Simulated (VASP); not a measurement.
Input:

```yaml
crystal:
  lattice:
    - [0.00000, 3.39841, 3.39841]
    - [3.39841, 0.00000, 3.39841]
    - [3.39841, 3.39841, 0.00000]
  atoms:
    - { symbol: Sr, position: [0.00000, 0.00000, 0.00000] }
    - { symbol: Te, position: [0.50000, 0.50000, 0.50000] }
```

The numbers are results of revPBE GGA, VASP's PBE PAW potentials (set 64) (plane waves; VASP), not measurements. Run with 520 eV cut-off, 6×6×6 Γ-centred mesh, Gaussian smearing of 0.050 eV, potentials Sr_sv Te.

Unless said otherwise, spin-orbit coupling is left out, though it shifts the bands of the heavy elements here.

**Question.** Predict the energy per atom (σ→0), band gap (on the k-mesh) with the smallest direct gap where there is one.

**Answer.** 
```
Quantity                                      Value
-----------------------------------  --------------
band gap (on the k-mesh)                    1.92 eV
smallest direct gap (on the k-mesh)         2.62 eV
energy per atom (σ→0)                -3.898 eV/atom
```

The compound is SrTe in the rock salt structure. It was relaxed first, which changed the volume by +6 %. The start is the result of an earlier pass.
